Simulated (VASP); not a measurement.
Crystal: Ag.

```
CELL_PARAMETERS angstrom
0.00000 2.04275 2.04275
2.04275 0.00000 2.04275
2.04275 2.04275 0.00000
ATOMIC_POSITIONS crystal
Ag 0.00000 0.00000 0.00000
```

Base run:

| Quantity | Value |
| --- | --- |
| Program | VASP 6.6.1 |
| Functional | PBE |
| Potentials or basis | VASP PAW PBE potentials, release 64 (Ag) |
| Cutoff | 520 eV |
| k mesh | 10 × 10 × 10 |
| Occupations | gaussian, width 0.1 eV |
| Spin | no spin polarisation |

Its results: band gap on the k mesh none (metal or under the smearing width); pressure 4.9 GPa.

**Question.** After a change of settings the same cell gave: band gap on the k mesh none (metal or under the smearing width); pressure 3.9 GPa. Which change was it?
A. k mesh from 10 × 10 × 10 to 12 × 12 × 12
B. k mesh from 10 × 10 × 10 to 6 × 6 × 6
C. cutoff from 520 eV to 450 eV; k mesh from 10 × 10 × 10 to 12 × 12 × 12
D. cutoff from 520 eV to 350 eV; k mesh from 10 × 10 × 10 to 12 × 12 × 12

**Answer.** D.

Not every run made on this cell is shown here.
